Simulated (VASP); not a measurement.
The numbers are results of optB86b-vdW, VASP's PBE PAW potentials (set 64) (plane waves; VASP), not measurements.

VASP input:

**POSCAR**
```
Tb
3.5786760
  0.4999999911  -0.8660252638   0.0000000000
  0.4999999911   0.8660252638   0.0000000000
  0.0000000000   0.0000000000   1.5619954566
Tb
2
Cartesian
  0.4999999911   0.2886756653   0.3904988642
  0.4999999911  -0.2886756653   1.1714965925
```

**INCAR**
```
LUSE_VDW = .TRUE.
AGGAC = 0.0
ISIF = 2
LMAXMIX = 6   ! l cut-off of mixed one-centre charges
EDIFF = 1E-7   ! SCF stop (eV)
PARAM2 = 1.0
NELM = 100   ! most electronic steps
ISMEAR = -5
NEDOS = 601
ALGO = Normal   ! blocked Davidson
LWAVE = .FALSE.
LASPH = .TRUE.   ! aspherical one-centre terms
SYSTEM = Tb
LORBIT = 11   ! lm-projected
PREC = Accurate
PARAM1 = 0.1234
ENCUT = 520
LREAL = .FALSE.
LCHARG = .TRUE.
GGA = MK
```

KPOINTS:
```
kpoints
0
Gamma
  13 13 8
```

POTCAR, in this order: Tb_3 (PBE.64 set). Program: vasp_std.

The 4f electrons are frozen in the core of the lanthanide potential, so 4f levels, which can set the real gap, and their magnetism are missing.

Q: Estimate the energy per atom (σ→0), band gap (on the k-mesh).

A: 
```
Quantity                                                    Result
------------------------  ----------------------------------------
energy per atom (σ→0)                               -2.096 eV/atom
band gap (on the k-mesh)  none (metal, semimetal or under 0.01 eV)
```

### OSZICAR
```
...
DAV:   7    -0.419232996430E+01   -0.13486E-01   -0.37776E-02  3072   0.169E+00    0.226E-01
DAV:   8    -0.419221311457E+01    0.11685E-03   -0.19155E-03  3255   0.351E-01    0.729E-02
DAV:   9    -0.419224311574E+01   -0.30001E-04   -0.23394E-04  3235   0.116E-01    0.360E-02
DAV:  10    -0.419223729671E+01    0.58190E-05   -0.35655E-05  3095   0.448E-02    0.394E-02
DAV:  11    -0.419223940449E+01   -0.21078E-05   -0.54742E-06  3200   0.164E-02    0.145E-03
DAV:  12    -0.419223966071E+01   -0.25622E-06   -0.29723E-07  3007   0.425E-03    0.477E-03
DAV:  13    -0.419223960193E+01    0.58783E-07   -0.63289E-08  1665   0.198E-03
   1 F= -.41922396E+01 E0= -.41922396E+01  d E =0.000000E+00
```

The compound is Tb in the hcp structure. It was relaxed first.
